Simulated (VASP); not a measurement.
A convergence study with VASP on Nb (bcc): one setting is varied, all else stays as given below, so the limit is that of these other settings.

```
CELL_PARAMETERS angstrom
     -1.65000     1.65000     1.65000
      1.65000    -1.65000     1.65000
      1.65000     1.65000    -1.65000
ATOMIC_POSITIONS crystal
  Nb 0.00000 0.00000 0.00000
```

Calculation: LDA (Ceperley-Alder, Perdew-Zunger), VASP's LDA PAW potentials (set 64) (plane waves; VASP 6.6.1). The tightest run used: 550 eV cut-off, 25×25×25 Γ-centred mesh, tetrahedra with Blöchl corrections, potentials Nb_sv.

Problem. The settings run are 3×3×3 mesh; 4×4×4 mesh; 5×5×5 mesh; 6×6×6 mesh; 7×7×7 mesh; 8×8×8 mesh; 9×9×9 mesh; 10×10×10 mesh; 11×11×11 mesh; 12×12×12 mesh; 13×13×13 mesh; 14×14×14 mesh; 15×15×15 mesh; 16×16×16 mesh; 17×17×17 mesh; 18×18×18 mesh; 19×19×19 mesh; 20×20×20 mesh; 21×21×21 mesh; 22×22×22 mesh; 23×23×23 mesh; 24×24×24 mesh; 25×25×25 mesh. From which on does the stress (every component) stay within 0.5 GPa of the tightest run?

Solution. From 9×9×9 mesh on: it is off by 0.26 there and by no more than 0.5 in any finer run, while 8×8×8 mesh is off by 0.68.
| setting | E (eV/atom) | pressure (GPa) | irreducible k-points | difference judged (GPa) |
|---|---|---|---|---|
| 3×3×3 mesh | -11.4934 | -10.18 | 4 | 1.61 |
| 4×4×4 mesh | -11.3418 | -7.90 | 8 | 0.67 |
| 5×5×5 mesh | -11.3206 | -10.55 | 10 | 1.98 |
| 6×6×6 mesh | -11.3109 | -11.05 | 16 | 2.48 |
| 7×7×7 mesh | -11.2956 | -9.40 | 20 | 0.83 |
| 8×8×8 mesh | -11.2705 | -9.26 | 29 | 0.68 |
| 9×9×9 mesh | -11.2443 | -8.83 | 35 | 0.26 |
| 10×10×10 mesh | -11.2321 | -8.52 | 47 | 0.06 |
| 11×11×11 mesh | -11.2407 | -8.54 | 56 | 0.03 |
| 12×12×12 mesh | -11.2413 | -8.72 | 72 | 0.15 |
| 13×13×13 mesh | -11.2372 | -8.71 | 84 | 0.14 |
| 14×14×14 mesh | -11.2343 | -8.59 | 104 | 0.01 |
| 15×15×15 mesh | -11.2344 | -8.55 | 120 | 0.02 |
| 16×16×16 mesh | -11.2346 | -8.59 | 145 | 0.02 |
| 17×17×17 mesh | -11.2343 | -8.59 | 165 | 0.02 |
| 18×18×18 mesh | -11.2338 | -8.58 | 195 | 0.01 |
| 19×19×19 mesh | -11.2334 | -8.57 | 220 | 0.00 |
| 20×20×20 mesh | -11.2333 | -8.58 | 256 | 0.00 |
| 21×21×21 mesh | -11.2333 | -8.57 | 286 | 0.00 |
| 22×22×22 mesh | -11.2335 | -8.57 | 328 | 0.00 |
| 23×23×23 mesh | -11.2333 | -8.58 | 364 | 0.01 |
| 24×24×24 mesh | -11.2332 | -8.57 | 413 | 0.00 |
| 25×25×25 mesh | -11.2332 | -8.57 | 455 | 0.00 |

Left out are rungs that failed or repeat a setting and relaxations that didn't move; long series are thinned to 24 rows.

The compound is Nb in the bcc structure. The cell was not relaxed at this level.
